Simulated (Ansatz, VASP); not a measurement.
# BaMo6 in VASP and in Ansatz

INCAR

```
SYSTEM = BaMo6
PREC = Accurate ; ENCUT = 600
EDIFF = 1E-7 ; ISMEAR = 0
SIGMA = 0.1 ; LREAL = .FALSE.
LASPH = .TRUE. ; NELM = 100
ALGO = Normal ; ISIF = 3
LWAVE = .FALSE. ; LCHARG = .FALSE.
GGA = PE ; IBRION = 2
NSW = 100 ; EDIFFG = -0.01
```

Contents of KPOINTS:

```
regular mesh
0
G
  6 6 6
  0 0 0
```

Contents of POSCAR:

```
BaMo6
1.0
    5.9752121228      0.0000000000      0.0000000000
    0.0000000000      5.9752121228      0.0000000000
    0.0000000000      0.0000000000      5.9752121228
Ba Mo
1 6
Direct
    0.0000000000      0.0000000000      0.0000000000
    0.1816387041      0.5000000000      0.5000000000
    0.5000000000      0.1816387041      0.5000000000
    0.8183612959      0.5000000000      0.5000000000
    0.5000000000      0.8183612959      0.5000000000
    0.5000000000      0.5000000000      0.1816387041
    0.5000000000      0.5000000000      0.8183612959
```

Input for Ansatz:

```yaml
crystal:
  lattice:
    - [5.9752121228, 0.0, 0.0]
    - [0.0, 5.9752121228, 0.0]
    - [0.0, 0.0, 5.9752121228]
  atoms:
    - { symbol: Ba, position: [0.0, 0.0, 0.0] }
    - { symbol: Mo, position: [0.1816387041, 0.5, 0.5] }
    - { symbol: Mo, position: [0.5, 0.1816387041, 0.5] }
    - { symbol: Mo, position: [0.8183612959, 0.5, 0.5] }
    - { symbol: Mo, position: [0.5, 0.8183612959, 0.5] }
    - { symbol: Mo, position: [0.5, 0.5, 0.1816387041] }
    - { symbol: Mo, position: [0.5, 0.5, 0.8183612959] }
basis:
  ecutwfc: 420
kpoints:
  mp_grid: { grid: [6, 6, 6] }
hamiltonian:
  xc: pbe
scf:
  occupations: { method: gaussian, width: 0.1 }
output:
  forces: true
  stress: true
  eigenvalues: true
  write_density: true
  write_potential: true
  elf: true
  volumetric_format: npy
relax:
  adjacent_minimum: "off"
  f_tol: 0.01
  max_steps: 80
  cell: { stress_tol: 0.05 }
```

Change from the starting cell: species swapped into the LaB6 type (Pm-3m, No. 221).

Alike in both runs: task relaxation of cell and atoms; functional PBE; k mesh 6 × 6 × 6; occupations gaussian, width 0.1 eV; no spin polarisation.

```csv
,VASP,Ansatz
version,VASP 6.6.1,Ansatz 0.2.0
potentials or method,"VASP PAW PBE potentials, release 64 (Ba_sv, Mo_sv)","scalar-relativistic, plane waves, PAW"
plane-wave cutoff (eV),600,420
valence electrons in the cell,94,94
```

```csv
,VASP,Ansatz,Ansatz less VASP
"gap on the k mesh at the Fermi level, each at its own relaxed structure (eV)",none,none,-
relaxed volume (Å³/atom),30.52,30.35,-0.169
relaxed cell length with the largest relative difference (Å),5.978,5.967,-0.0110
energy change over the relaxation (meV/atom),-1,0,+1.3
```

A gap of «none» marks a metal or a gap that the smearing closes.

Spin-orbit coupling is left out, which matters for the levels of Ba.
